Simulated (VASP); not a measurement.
SrMg6Cr: equation of state with PBE

The system is SrMg6Cr.

```
CELL_PARAMETERS angstrom
5.20308 0.00000 0.00000
0.00000 3.34122 5.81693
0.00000 -3.34122 5.81693
ATOMIC_POSITIONS crystal
Sr 0.00000 0.82906 0.82906
Cr 0.50000 0.65243 0.65243
Mg 0.50000 0.16693 0.16693
Mg 0.50000 0.65968 0.19063
Mg 0.50000 0.19063 0.65968
Mg 0.00000 0.33792 0.33792
Mg 0.00000 0.82013 0.34321
Mg 0.00000 0.34321 0.82013
```

The cell comes from a database or a generator and needn't be the stable form of this composition.

```yaml
Program: VASP 6.6.1
Task: equation of state
Functional: PBE
Potentials_or_basis: VASP PAW PBE potentials, release 64 (Sr_sv, Cr_pv, Mg)
Cutoff: 520 eV
k_mesh: 5 × 5 × 5
Occupations: fermi-dirac, width 0.05 eV
Spin: collinear spin, ferromagnetic start
Starting_moments: "[0.0, 3.0, 0.0, 0.0, 0.0, 0.0, 0.0, 0.0] μB"
```

```json
{
  "Equilibrium volume": "25.31 Å³/atom",
  "Bulk modulus at fixed shape and positions": "31 GPa",
  "Pressure derivative of the bulk modulus": "3.9"
}
```

Energy against volume, from the lowest point:
| volume (Å³/atom) | energy (meV/atom) |
| --- | --- |
| 23.764 | 10.10 |
| 24.270 | 4.41 |
| 24.776 | 1.12 |
| 25.281 | 0.00 |
| 25.787 | 0.84 |
| 26.293 | 3.46 |
| 26.798 | 7.70 |

All runs of the series together: 59 min on 1 thread of Intel(R) Xeon(R) Platinum 8259CL CPU @ 2.50GHz (Skylake/Cascade Lake), on a shared host.

Caveat: the cell was scaled at fixed shape and fractional positions, which overstates the stiffness of a crystal with free parameters, most of all of layers and chains.
